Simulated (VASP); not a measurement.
Consider the following.

```
NiSSb
1.0
    5.92984     0.00000     0.00000
    0.00000     5.92984     0.00000
    0.00000     0.00000     5.92984
Ni Sb S
4 4 4
Direct
  0.98309   0.98309   0.98309
  0.48309   0.51691   0.01691
  0.01691   0.48309   0.51691
  0.51691   0.01691   0.48309
  0.62750   0.62750   0.62750
  0.12750   0.87250   0.37250
  0.37250   0.12750   0.87250
  0.87250   0.37250   0.12750
  0.38084   0.38084   0.38084
  0.88084   0.11916   0.61916
  0.61916   0.88084   0.11916
  0.11916   0.61916   0.88084
```

These are r2SCAN meta-GGA, VASP's PBE PAW potentials (set 64) (plane waves; VASP) values and carry that method's errors. Numerical set-up: 400 eV cut-off, 6×6×6 Γ-centred mesh, tetrahedra with Blöchl corrections, potentials Ni Sb S.

Unless said otherwise, spin-orbit coupling is left out, though it shifts the bands of the heavy elements here.

Predict the energy per atom (σ→0), band gap (over mesh and band path) with the smallest direct gap where there is one.

```json
{
 "band gap (over mesh and band path)": "none (metal, semimetal or under 0.01 eV)",
 "energy per atom (σ→0)": "-15.575 eV/atom"
}
```

The compound is NiSbS in the sg198 structure. It was relaxed first. The run is not spin-polarised, so no magnetic state was tried.
